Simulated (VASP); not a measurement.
Set up this calculation in VASP 6.6.1, as the native input.

```yaml
Task: single point
Functional: PBE
Potentials_or_basis: VASP PAW PBE potentials, release 64 (Sc_sv, O, Na_pv)
Cutoff: 520 eV
k_mesh: 3 × 3 × 3
Occupations: fermi-dirac, width 0.05 eV
Spin: no spin polarisation
Dipole_correction: no
Further_INCAR_settings: ALGO = Fast; EDIFF = 1e-06; NBANDS = 52
```

The structure of Na3ScO8 lies in POSCAR:

```
Na3ScO8
1.0
   -3.1905740000      3.2050980000      3.4976280000
    3.2455990000     -3.2066540000      3.5470240000
    3.2051440000      3.2212230000     -3.4989860000
Sc O Na
1 8 3
Direct
    0.9959188926      0.9889805330      0.9884965218
    0.5789837785      0.6025334619      0.6633494747
    0.3753520807      0.0471434444      0.9783965629
    0.9394809001      0.9561885625      0.3449737956
    0.0441297744      0.3582351256      0.9600784692
    0.7305795489      0.7132176573      0.5165498330
    0.2729958536      0.7690179739      0.9977356729
    0.1879569255      0.2118111765      0.4575193305
    0.7735699486      0.2779583869      0.9626951870
    0.7608768452      0.2796380271      0.5332150376
    0.2628791963      0.7553963427      0.5158407592
    0.4908174429      0.4832995950     -0.0168614297
```

The cell was built by a generator and needn't be a form met in nature.

One way to write it, as run:

INCAR

```
SYSTEM = Na3ScO8
ALGO     = Fast           ! electronic algorithm
EDIFF    = 1E-6           ! SCF threshold, eV
ENCUT    = 520            ! plane-wave cutoff, eV
GGA      = PE             ! functional
ISIF     = 2              ! what is computed and relaxed
ISMEAR   = -1             ! smearing method
LASPH    = .TRUE.         ! aspherical terms in the spheres
LCHARG   = .FALSE.        ! write CHGCAR
LREAL    = .FALSE.        ! projectors in reciprocal space
LWAVE    = .FALSE.        ! write WAVECAR
NBANDS   = 52             ! bands
NELM     = 100            ! most SCF steps
PREC     = Accurate       ! precision mode
SIGMA    = 0.05           ! smearing width, eV
```

KPOINTS

```
k-points
0
G
  3 3 3
  0 0 0
```

Potentials or basis: VASP PAW PBE potentials, release 64 (Sc_sv, O, Na_pv).

Launch:

```sh
$ cat potpaw_PBE.64/Sc_sv/POTCAR potpaw_PBE.64/O/POTCAR potpaw_PBE.64/Na_pv/POTCAR > POTCAR
$ mpirun -np 1 vasp_std > vasp.out
```

Results of the run:

| Item | Value |
| --- | --- |
| Pressure | -2.9 GPa |
| Largest force | 3.339 eV/Å |
| Band gap on the k mesh | none (metal or under the smearing width) |

Caveat: the k mesh is coarse (spacing up to 0.46 Å⁻¹), so the values aren't converged; forces of over 1 eV/Å show positions far from the minimum, so gaps and moduli don't describe the material at rest.

Wall time 120 s on 1 thread of Intel(R) Xeon(R) 6975P-C (Granite Rapids) (shared host), peak memory 0.36 GiB.
